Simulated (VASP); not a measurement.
Consider the following.

```
CELL_PARAMETERS angstrom
      1.77978    -3.08267     0.00000
      1.77978     3.08267     0.00000
      0.00000     0.00000     4.54358
ATOMIC_POSITIONS crystal
  Pt 0.00000 0.00000 0.00000
  S  0.33333 0.66667 0.26151
  S  0.66667 0.33333 0.73849
```

The numbers are results of LDA (Ceperley-Alder, Perdew-Zunger) with spin-orbit coupling, VASP's LDA PAW potentials (set 64) (plane waves; VASP), not measurements. Run with 400 eV cut-off, 9×9×6 Γ-centred mesh, Gaussian smearing of 0.050 eV, potentials Pt S.

Task: Give the energies of bands 15 to 28 at the high-symmetry points, in eV from the Fermi level.

Result: 
```tsv
band	Γ	M	K	A	L	H
15	-2.50	-4.24	-4.29	-3.48	-3.72	-4.95
16	-2.50	-4.24	-4.29	-3.48	-3.72	-4.95
17	-1.85	-4.21	-2.89	-2.42	-3.36	-3.97
18	-1.85	-4.21	-2.89	-2.42	-3.36	-3.97
19	-1.57	-3.51	-2.17	-2.22	-3.12	-2.76
20	-1.57	-3.51	-2.17	-2.22	-3.12	-2.76
21	0.12	-2.94	-1.89	-1.52	-1.54	-2.53
22	0.12	-2.94	-1.89	-1.52	-1.54	-2.53
23	0.89	0.68	0.00	2.19	0.62	2.10
24	0.89	0.68	0.00	2.19	0.62	2.10
25	1.18	2.39	0.27	2.45	1.66	2.11
26	1.18	2.39	0.27	2.45	1.66	2.11
27	3.14	5.28	4.31	4.92	4.55	6.80
28	3.14	5.28	4.31	4.92	4.55	6.80
```

It has no gap at this level: it comes out as a metal or semimetal.

The compound is PtS2 in the 1T layered structure. It was relaxed first, which changed the volume by -9 %.
